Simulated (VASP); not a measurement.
These are RPBE GGA, VASP's PBE PAW potentials (set 64) (plane waves; VASP) values and carry that method's errors.

VASP ran on this input.

### KPOINTS
```
Regular mesh
0
G
  17 17 17
0 0 0
```

POSCAR:
```
Nb
2.8832760
 -0.5773502075   0.5773502075   0.5773502075
  0.5773502075  -0.5773502075   0.5773502075
  0.5773502075   0.5773502075  -0.5773502075
Nb
1
Direct
  0.0000000000   0.0000000000   0.0000000000
```

INCAR:
```
# general
SYSTEM   =  Nb
PREC     =  Accurate
ENCUT    =  520
LREAL    =  .FALSE.
LASPH    =  .TRUE.

# electronic loop
EDIFF    =  1E-7
NELM     =  100
ALGO     =  Normal
LMAXMIX  =  4

# smearing
ISMEAR   =  -5

# functional
GGA      =  RP

# ions
ISIF     =  2

# output
LWAVE    =  .FALSE.
LCHARG   =  .TRUE.
LORBIT   =  11
NEDOS    =  601
```

POTCAR, in this order: Nb_sv (PBE.64 set). Program: vasp_std.

What VASP printed:

OUTCAR:
```
 ion  position               nearest neighbor table
   1  0.000  0.000  0.000-
  LATTYP: Found a body centered cubic cell.
 ALAT       =     3.3293199938
 Subroutine PRICEL returns:
 Original cell was already a primitive cell.
 Subroutine GETGRP returns: Found 48 space group operations
The static configuration has the point symmetry O_h .
The dynamic configuration has the point symmetry O_h .
 Subroutine INISYM returns: Found 48 space group operations
 Subroutine IBZKPT returns following result:
 Found    165 irreducible k-points:

 Following reciprocal coordinates:
            Coordinates               Weight
  0.000000  0.000000  0.000000      1.000000
  0.058824  0.000000  0.000000     12.000000
  0.117647  0.000000  0.000000     12.000000
  0.176471  0.000000  0.000000     12.000000
  0.235294  0.000000  0.000000     12.000000
  0.294118  0.000000  0.000000     12.000000
  0.352941  0.000000  0.000000     12.000000
  0.411765  0.000000  0.000000     12.000000
  0.470588  0.000000  0.000000     12.000000
  0.058824  0.058824  0.000000     24.000000
  0.117647  0.058824  0.000000     48.000000
  0.176471  0.058824 -0.000000     48.000000
  0.235294  0.058824  0.000000     48.000000
  0.294118  0.058824 -0.000000     48.000000
  0.352941  0.058824  0.000000     48.000000
  0.411765  0.058824  0.000000     48.000000
  0.470588  0.058824  0.000000     24.000000
  0.117647  0.117647  0.000000     24.000000
  0.176471  0.117647  0.000000     48.000000
  0.235294  0.117647  0.000000     48.000000
  0.294118  0.117647  0.000000     48.000000
  0.352941  0.117647  0.000000     48.000000
  0.411765  0.117647 -0.000000     48.000000
  0.176471  0.176471  0.000000     24.000000
  0.235294  0.176471 -0.000000     48.000000
...
```

File OSZICAR:
```
       N       E                     dE             d eps       ncg     rms          rms(c)
DAV:   1     0.116634605677E+03    0.11663E+03   -0.74703E+03  3300   0.129E+03
DAV:   2    -0.470241838350E+01   -0.12134E+03   -0.11843E+03  3582   0.447E+02
DAV:   3    -0.982809973512E+01   -0.51257E+01   -0.49017E+01  4932   0.784E+01
DAV:   4    -0.101022465379E+02   -0.27415E+00   -0.27268E+00  4522   0.164E+01
DAV:   5    -0.101149069206E+02   -0.12660E-01   -0.12650E-01  5098   0.279E+00    0.675E+00
DAV:   6    -0.973536699583E+01    0.37954E+00   -0.77422E-01  5104   0.119E+01    0.233E+00
DAV:   7    -0.969409042161E+01    0.41277E-01   -0.23697E-01  5160   0.655E+00    0.965E-01
DAV:   8    -0.970020672125E+01   -0.61163E-02   -0.13079E-02  3876   0.179E+00    0.537E-02
DAV:   9    -0.970025893277E+01   -0.52212E-04   -0.12068E-03  5788   0.376E-01    0.493E-02
DAV:  10    -0.970028401054E+01   -0.25078E-04   -0.32104E-05  4012   0.985E-02    0.191E-02
DAV:  11    -0.970027497011E+01    0.90404E-05   -0.78485E-06  3674   0.567E-02    0.362E-03
DAV:  12    -0.970027480005E+01    0.17006E-06   -0.30717E-07  4626   0.727E-03    0.153E-03
DAV:  13    -0.970027454624E+01    0.25380E-06   -0.21531E-08  1990   0.223E-03    0.324E-04
DAV:  14    -0.970027453740E+01    0.88467E-08   -0.63481E-09  1916   0.166E-03
   1 F= -.97002745E+01 E0= -.97002745E+01  d E =0.000000E+00
```

File OUTCAR:
```
------------------------ aborting loop because EDIFF is reached ----------------------------------------
  FORCE on cell =-STRESS in cart. coord.  units (eV):
  Direction    XX          YY          ZZ          XY          YZ          ZX
  --------------------------------------------------------------------------------------
  Total       -0.0471398     -0.0471398     -0.0471398      0.0000000      0.0000000     -0.0000000
  in kB       -4.0931876     -4.0931876     -4.0931876      0.0000000      0.0000000     -0.0000000
  external PRESSURE =      -4.0931876 kB  Pullay stress =       0.0000000 kB
  volume of cell :       18.45
      direct lattice vectors                 reciprocal lattice vectors
    -1.664659997  1.664659997  1.664659997     0.000000000  0.300361636  0.300361636
     1.664659997 -1.664659997  1.664659997     0.300361636  0.000000000  0.300361636
     1.664659997  1.664659997 -1.664659997     0.300361636  0.300361636  0.000000000
 POSITION                                       TOTAL-FORCE (eV/Angst)
 -----------------------------------------------------------------------------------
      0.00000      0.00000      0.00000        -0.000000      0.000000     -0.000000
 -----------------------------------------------------------------------------------
    total drift:                                0.000000      0.000000      0.000000
  FREE ENERGIE OF THE ION-ELECTRON SYSTEM (eV)
  ---------------------------------------------------
  free  energy   TOTEN  =        -9.7002745374 eV

  energy  without entropy=       -9.7002745374  energy(sigma->0) =       -9.70027454

 total charge

# of ion       s       p       d       tot
------------------------------------------
    1        2.217   5.997   2.474  10.687
```
(Selected blocks of OUTCAR.)

For a metal the tetrahedron method with Blöchl corrections gives inexact stress and forces.

The compound is Nb in the bcc structure. It was relaxed first.
